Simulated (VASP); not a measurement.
Output of a VASP run:

File OUTCAR:
```
 ion  position               nearest neighbor table
   1  0.500  0.000  0.000-  33 1.54  46 1.57  54 1.57  62 1.57
   2  0.754  0.244  0.003-  44 1.54  33 1.56  55 1.62  34 1.63
   3  0.757  0.000  0.250-  39 1.55  35 1.59  49 1.60  33 1.64
   4  0.000  0.000  0.000-  36 1.57  39 1.57  44 1.57  63 1.57
   5  0.250  0.250  0.000-  37 1.57  36 1.57  54 1.57  60 1.57
   6  0.503  0.500  0.004-  38 1.52  37 1.53  55 1.57  61 1.60
   7  0.750  0.750  0.000-  39 1.57  56 1.57  62 1.57  38 1.59
   8  0.250  0.000  0.250-  36 1.57  46 1.57  57 1.57  40 1.59
   9  0.503  0.257  0.252-  37 1.57  40 1.57  33 1.58
  10  0.743  0.495  0.252-  38 1.53  41 1.56  34 1.58
  11  0.502  0.005  0.497-  40 1.53  49 1.57  42 1.57  59 1.61
  12  0.757  0.244  0.504-  43 1.49  42 1.49  35 1.54
  13  0.750  0.000  0.750-  44 1.57  53 1.57  62 1.57  42 1.61
  14  0.000  0.500  0.000-  34 1.54  45 1.57  56 1.57  60 1.57
  15  0.250  0.750  0.000-  45 1.57  46 1.57  61 1.57  63 1.57
  16  0.000  0.250  0.250-  35 1.53  34 1.55  36 1.57  47 1.57
  17  0.251  0.500  0.250-  48 1.57  45 1.57  47 1.57  37 1.60
  18  0.494  0.746  0.247-  48 1.54  46 1.55  38 1.61  49 1.63
  19  0.000  0.000  0.500-  35 1.55  50 1.57  53 1.57  57 1.57
  20  0.245  0.255  0.495-  47 1.50  51 1.53  50 1.59  40 1.61
  21  0.505  0.493  0.495-  52 1.57  48 1.60  51 1.62
  22  0.754  0.746  0.499-  41 1.53  52 1.56  53 1.57  49 1.60
  23  0.250  0.000  0.750-  50 1.57  54 1.57  59 1.57  63 1.57
  24  0.499  0.252  0.749-  55 1.57  51 1.58  54 1.58  42 1.59
  25  0.750  0.496  0.745-  43 1.55  55 1.57  52 1.60  56 1.61
  26  0.000  0.750  0.250-  39 1.57  45 1.57  57 1.57  41 1.63
  27  0.000  0.500  0.500-  47 1.57  58 1.57  41 1.57  43 1.58
  28  0.250  0.750  0.500-  48 1.56  57 1.57  58 1.57  59 1.57
  29  0.000  0.250  0.750-  44 1.57  50 1.57  60 1.57  43 1.61
  30  0.250  0.500  0.750-  58 1.57  60 1.57  61 1.57  51 1.58
  31  0.500  0.750  0.750-  59 1.57  61 1.57  62 1.57  52 1.58
  32  0.000  0.750  0.750-  53 1.57  56 1.57  58 1.57  63 1.57
  33  0.620  0.127  0.122-   1 1.54   2 1.56   9 1.58   3 1.64
  34  0.881  0.380  0.129-  14 1.54  16 1.55  10 1.58   2 1.63
  35  0.881  0.129  0.376-  16 1.53  12 1.54  19 1.55   3 1.59
  36  0.125  0.125  0.125-   4 1.57   5 1.57   8 1.57  16 1.57
  37  0.379  0.376  0.120-   6 1.53   9 1.57   5 1.57  17 1.60
  38  0.628  0.618  0.125-   6 1.52  10 1.53   7 1.59  18 1.61
  39  0.875  0.875  0.125-   3 1.55   4 1.57   7 1.57  26 1.57
  40  0.380  0.126  0.374-  11 1.53   9 1.57   8 1.59  20 1.61
  41  0.868  0.619  0.376-  22 1.53  10 1.56  27 1.57  26 1.63
  42  0.628  0.132  0.618-  12 1.49  11 1.57  24 1.59  13 1.61
  43  0.869  0.372  0.619-  12 1.49  25 1.55  27 1.58  29 1.61
  44  0.875  0.125  0.875-   2 1.54   4 1.57  13 1.57  29 1.57
  45  0.125  0.625  0.125-  14 1.57  15 1.57  26 1.57  17 1.57
  46  0.375  0.875  0.125-  18 1.55   8 1.57  15 1.57   1 1.57
  47  0.125  0.375  0.375-  20 1.50  16 1.57  27 1.57  17 1.57
  48  0.374  0.626  0.376-  18 1.54  28 1.56  17 1.57  21 1.60
  49  0.625  0.875  0.375-  11 1.57   3 1.60  22 1.60  18 1.63
  50  0.125  0.125  0.625-  19 1.57  23 1.57  29 1.57  20 1.59
  51  0.368  0.370  0.621-  20 1.53  24 1.58  30 1.58  21 1.62
  52  0.622  0.626  0.620-  22 1.56  21 1.57  31 1.58  25 1.60
  53  0.875  0.875  0.625-  13 1.57  19 1.57  32 1.57  22 1.57
  54  0.375  0.125  0.875-   1 1.57   5 1.57  23 1.57  24 1.58
  55  0.625  0.375  0.875-  24 1.57  25 1.57   6 1.57   2 1.62
  56  0.875  0.625  0.875-   7 1.57  14 1.57  32 1.57  25 1.61
  57  0.125  0.875  0.375-   8 1.57  19 1.57  26 1.57  28 1.57
  58  0.125  0.625  0.625-  27 1.57  28 1.57  30 1.57  32 1.57
  59  0.375  0.875  0.625-  23 1.57  28 1.57  31 1.57  11 1.61
  60  0.125  0.375  0.875-   5 1.57  14 1.57  29 1.57  30 1.57
  61  0.375  0.625  0.875-  15 1.57  30 1.57  31 1.57   6 1.60
  62  0.625  0.875  0.875-   1 1.57   7 1.57  13 1.57  31 1.57
  63  0.125  0.875  0.875-   4 1.57  15 1.57  23 1.57  32 1.57
 Subroutine IBZKPT returns following result:
 Found      1 irreducible k-points:

 Following reciprocal coordinates:
            Coordinates               Weight
  0.000000  0.000000  0.000000      1.000000
   k-points           NKPTS =      1   k-points in BZ     NKDIM =      1   number of bands    NBANDS=    157
   number of dos      NEDOS =    301   number of ions     NIONS =     63
   total plane-waves  NPLWV =  46656
   dimension x,y,z NGX =    36 NGY =   36 NGZ =   36
   dimension x,y,z NGXF=    72 NGYF=   72 NGZF=   72
   ions per type =              32  31
   PREC   = normal    normal or accurate (medium, high low for compatibility)
   ISTART =      0    job   : 0-new  1-cont  2-samecut
   ICHARG =      2    charge: 1-file 2-atom 10-const
   ISPIN  =      2    spin polarized calculation?
...
```

**OSZICAR**
```
...
       N       E                     dE             d eps       ncg     rms          rms(c)
DAV:   1    -0.559568289457E+03   -0.24873E-01   -0.26836E+00   648   0.470E+00    0.425E-01
RMM:   2    -0.559571454738E+03   -0.31653E-02   -0.59536E-02   628   0.693E-01    0.215E-01
RMM:   3    -0.559571292308E+03    0.16243E-03   -0.85387E-03   629   0.246E-01    0.124E-01
RMM:   4    -0.559571304402E+03   -0.12094E-04   -0.17832E-03   633   0.101E-01    0.572E-02
RMM:   5    -0.559571333291E+03   -0.28889E-04   -0.26493E-04   632   0.457E-02    0.308E-02
RMM:   6    -0.559571339067E+03   -0.57750E-05   -0.65002E-05   490   0.186E-02
  24 F= -.55957134E+03 E0= -.55957134E+03  d E =-.490354E-01  mag=     1.0000
       N       E                     dE             d eps       ncg     rms          rms(c)
DAV:   1    -0.559576023379E+03   -0.46901E-02   -0.11571E-01   712   0.969E-01    0.731E-02
RMM:   2    -0.559576155094E+03   -0.13171E-03   -0.19399E-03   628   0.124E-01    0.386E-02
RMM:   3    -0.559576153477E+03    0.16168E-05   -0.24764E-04   629   0.440E-02    0.204E-02
RMM:   4    -0.559576154035E+03   -0.55749E-06   -0.54154E-05   527   0.186E-02
  25 F= -.55957615E+03 E0= -.55957615E+03  d E =-.481497E-02  mag=     1.0000
       N       E                     dE             d eps       ncg     rms          rms(c)
DAV:   1    -0.559580985872E+03   -0.48324E-02   -0.91757E-01   648   0.273E+00    0.208E-01
RMM:   2    -0.559582041013E+03   -0.10551E-02   -0.15454E-02   628   0.352E-01    0.110E-01
RMM:   3    -0.559582034387E+03    0.66259E-05   -0.20001E-03   630   0.124E-01    0.582E-02
RMM:   4    -0.559582040566E+03   -0.61791E-05   -0.41882E-04   630   0.511E-02    0.268E-02
RMM:   5    -0.559582050748E+03   -0.10182E-04   -0.67086E-05   530   0.226E-02    0.142E-02
RMM:   6    -0.559582051445E+03   -0.69715E-06   -0.13831E-05   393   0.852E-03
  26 F= -.55958205E+03 E0= -.55958205E+03  d E =-.107124E-01  mag=     1.0000
       N       E                     dE             d eps       ncg     rms          rms(c)
DAV:   1    -0.559583673075E+03   -0.16223E-02   -0.64123E-02   712   0.726E-01    0.602E-02
RMM:   2    -0.559583754787E+03   -0.81712E-04   -0.11956E-03   628   0.972E-02    0.308E-02
RMM:   3    -0.559583757793E+03   -0.30059E-05   -0.16473E-04   634   0.342E-02    0.181E-02
RMM:   4    -0.559583757577E+03    0.21605E-06   -0.32331E-05   446   0.140E-02
  27 F= -.55958376E+03 E0= -.55958376E+03  d E =-.170613E-02  mag=     1.0000
       N       E                     dE             d eps       ncg     rms          rms(c)
DAV:   1    -0.559584458223E+03   -0.70043E-03   -0.11636E-01   648   0.977E-01    0.819E-02
RMM:   2    -0.559584608465E+03   -0.15024E-03   -0.21787E-03   628   0.131E-01    0.424E-02
RMM:   3    -0.559584614732E+03   -0.62671E-05   -0.29971E-04   634   0.463E-02    0.253E-02
RMM:   4    -0.559584614034E+03    0.69807E-06   -0.58411E-05   532   0.191E-02
  28 F= -.55958461E+03 E0= -.55958461E+03  d E =-.256259E-02  mag=     1.0000
       N       E                     dE             d eps       ncg     rms          rms(c)
DAV:   1    -0.559585132687E+03   -0.51796E-03   -0.43632E-02   680   0.600E-01    0.429E-02
RMM:   2    -0.559585174076E+03   -0.41389E-04   -0.68879E-04   628   0.736E-02    0.228E-02
RMM:   3    -0.559585173954E+03    0.12148E-06   -0.10524E-04   619   0.267E-02    0.122E-02
RMM:   4    -0.559585174445E+03   -0.49026E-06   -0.20200E-05   406   0.107E-02
  29 F= -.55958517E+03 E0= -.55958517E+03  d E =-.560411E-03  mag=     1.0000
```

File OUTCAR:
```
------------------------ aborting loop because EDIFF is reached ----------------------------------------
  FORCE on cell =-STRESS in cart. coord.  units (eV):
  Direction    XX          YY          ZZ          XY          YZ          ZX
  --------------------------------------------------------------------------------------
  Total      -31.4461553    -31.3982806    -31.4051255      0.0527210      0.0212764     -0.0362680
  in kB     -132.2709701   -132.0695961   -132.0983879      0.2217586      0.0894943     -0.1525530
  external PRESSURE =    -132.1463180 kB  Pullay stress =       0.0000000 kB
  volume of cell :      380.90
      direct lattice vectors                 reciprocal lattice vectors
     7.248884826  0.000000000  0.000000000     0.137952254  0.000000000  0.000000000
     0.000000000  7.248884826  0.000000000     0.000000000  0.137952254  0.000000000
     0.000000000  0.000000000  7.248884826     0.000000000  0.000000000  0.137952254
  FREE ENERGIE OF THE ION-ELECTRON SYSTEM (eV)
  ---------------------------------------------------
  free  energy   TOTEN  =      -559.5851744445 eV

  energy  without entropy=     -559.5851744445  energy(sigma->0) =     -559.58517444

 total charge

# of ion       s       p       d       tot
------------------------------------------
    1        0.668   1.329   0.000   1.997
    2        0.668   1.339   0.000   2.006
    3        0.668   1.339   0.000   2.006
    4        0.668   1.345   0.000   2.013
    5        0.668   1.329   0.000   1.997
    6        0.668   1.339   0.000   2.006
    7        0.668   1.329   0.000   1.997
    8        0.668   1.329   0.000   1.997
    9        0.717   1.317   0.000   2.034
   10        0.717   1.317   0.000   2.034
   11        0.668   1.339   0.000   2.007
   12        0.717   1.317   0.000   2.033
   13        0.668   1.329   0.000   1.997
   14        0.668   1.330   0.000   1.997
   15        0.668   1.344   0.000   2.012
   16        0.667   1.338   0.000   2.006
   17        0.667   1.338   0.000   2.006
   18        0.668   1.339   0.000   2.006
   19        0.668   1.329   0.000   1.997
   20        0.668   1.339   0.000   2.006
   21        0.717   1.316   0.000   2.033
   22        0.668   1.339   0.000   2.007
   23        0.668   1.345   0.000   2.013
   24        0.668   1.339   0.000   2.006
   25        0.668   1.339   0.000   2.006
   26        0.668   1.329   0.000   1.997
   27        0.667   1.338   0.000   2.006
   28        0.668   1.329   0.000   1.997
   29        0.668   1.329   0.000   1.997
   30        0.668   1.329   0.000   1.997
   31        0.668   1.329   0.000   1.997
   32        0.668   1.345   0.000   2.013
   33        1.225   2.704   0.000   3.929
   34        1.225   2.705   0.000   3.929
   35        1.225   2.704   0.000   3.929
   36        1.219   2.710   0.000   3.929
   37        1.225   2.704   0.000   3.929
   38        1.225   2.704   0.000   3.929
   39        1.219   2.710   0.000   3.930
   40        1.225   2.705   0.000   3.929
   41        1.225   2.704   0.000   3.929
   42        1.225   2.704   0.000   3.929
   43        1.225   2.704   0.000   3.929
   44        1.219   2.710   0.000   3.929
   45        1.219   2.710   0.000   3.929
   46        1.219   2.710   0.000   3.929
   47        1.221   2.721   0.000   3.942
   48        1.225   2.704   0.000   3.929
...
```
(Selected blocks of OUTCAR.)

POSCAR:
```
B32N31
1
    7.2488848259     0.0000000000     0.0000000000
    0.0000000000     7.2488848259     0.0000000000
   -0.0000000000    -0.0000000000     7.2488848259
B N
32 31
Direct
  0.5000000000   0.0000000000   0.0000000000
  0.7542500000   0.2443960000   0.0027680000
  0.7565400000   0.0004990000   0.2501000000
  0.0000000000   0.0000000000   0.0000000000
  0.2500000000   0.2500000000   0.0000000000
  0.5034640000   0.5003420000   0.0042300000
  0.7500000000   0.7500000000   0.0000000000
  0.2500000000   0.0000000000   0.2500000000
  0.5027990000   0.2568010000   0.2518910000
  0.7433380000   0.4950150000   0.2520100000
  0.5023430000   0.0048060000   0.4966110000
  0.7568420000   0.2444690000   0.5041040000
  0.7500000000   0.0000000000   0.7500000000
  0.0000000000   0.5000000000   0.0000000000
  0.2500000000   0.7500000000   0.0000000000
  0.0000000000   0.2500000000   0.2500000000
  0.2509300000   0.5001480000   0.2500930000
  0.4935730000   0.7458280000   0.2467210000
  0.0000000000   0.0000000000   0.5000000000
  0.2448550000   0.2553360000   0.4945690000
  0.5049040000   0.4932310000   0.4948080000
  0.7539510000   0.7458770000   0.4992010000
  0.2500000000   0.0000000000   0.7500000000
  0.4990230000   0.2521100000   0.7493740000
  0.7498040000   0.4956120000   0.7454940000
  0.0000000000   0.7500000000   0.2500000000
  0.0000000000   0.5000000000   0.5000000000
  0.2500000000   0.7500000000   0.5000000000
  0.0000000000   0.2500000000   0.7500000000
  0.2500000000   0.5000000000   0.7500000000
  0.5000000000   0.7500000000   0.7500000000
  0.0000000000   0.7500000000   0.7500000000
  0.6196410000   0.1265320000   0.1221840000
  0.8809870000   0.3797330000   0.1291490000
  0.8812910000   0.1288130000   0.3762530000
  0.1250000000   0.1250000000   0.1250000000
  0.3787780000   0.3756750000   0.1202730000
  0.6279950000   0.6183040000   0.1251820000
  0.8750000000   0.8750000000   0.1250000000
  0.3797080000   0.1264600000   0.3743830000
  0.8681490000   0.6190840000   0.3759450000
  0.6282700000   0.1318770000   0.6184210000
  0.8691190000   0.3719870000   0.6192700000
  0.8750000000   0.1250000000   0.8750000000
  0.1250000000   0.6250000000   0.1250000000
  0.3750000000   0.8750000000   0.1250000000
  0.1250000000   0.3750000000   0.3750000000
  0.3744390000   0.6256050000   0.3760590000
  0.6250000000   0.8750000000   0.3750000000
  0.1250000000   0.1250000000   0.6250000000
  0.3683970000   0.3696250000   0.6214780000
  0.6221070000   0.6255510000   0.6196640000
  0.8750000000   0.8750000000   0.6250000000
  0.3750000000   0.1250000000   0.8750000000
  0.6250000000   0.3750000000   0.8750000000
  0.8750000000   0.6250000000   0.8750000000
  0.1250000000   0.8750000000   0.3750000000
  0.1250000000   0.6250000000   0.6250000000
  0.3750000000   0.8750000000   0.6250000000
  0.1250000000   0.3750000000   0.8750000000
  0.3750000000   0.6250000000   0.8750000000
  0.6250000000   0.8750000000   0.8750000000
  0.1250000000   0.8750000000   0.8750000000
```

Write an INCAR and KPOINTS that could have produced this output.

Several could match; the one computed here: the input of the run itself, PBE GGA, plane waves, VASP's PBE PAW potentials (set 64).

**INCAR**
```
IBRION  =  2
LWAVE  =  .False.
ENCUT  =  400
SYSTEM  =  B32N31
ISMEAR  =  0
ISYM  =  0
NUPDOWN  =  1
LREAL  =  Auto   # projection in real space or not
EDIFFG  =  -0.03   # ionic stop
NELM  =  100
MAGMOM  =  63*0.0159
GGA  =  PE   # PBE
ALGO  =  Fast   # Davidson, then RMM-DIIS
LCHARG  =  .False.
NELECT  =  249.0
ISPIN  =  2   # spin-polarised
LASPH  =  .True.
NSW  =  60   # most ionic steps
EDIFF  =  1E-5   # SCF stop (eV)
SIGMA  =  0.05   # width (eV)
PREC  =  Normal
NELMIN  =  4
LORBIT  =  10
ISIF  =  2   # forces and stress, cell fixed
```

**KPOINTS**
```
Automatic
0
G
1 1 1
0 0 0
```

POTCAR, in this order: B N (PBE.64 set). Program: vasp_gam.

At this cut-off the stress carries a Pulay error, which pulls relaxed volumes low. The cell is charged, with a uniform compensating background. The supercell is sampled at Γ alone, which is coarse: total energies, pressure and levels can be off, energies of defects by several tenths of an eV.

The cell is a supercell with a defect, built from BN (zinc blende): vac_N, charge +2.
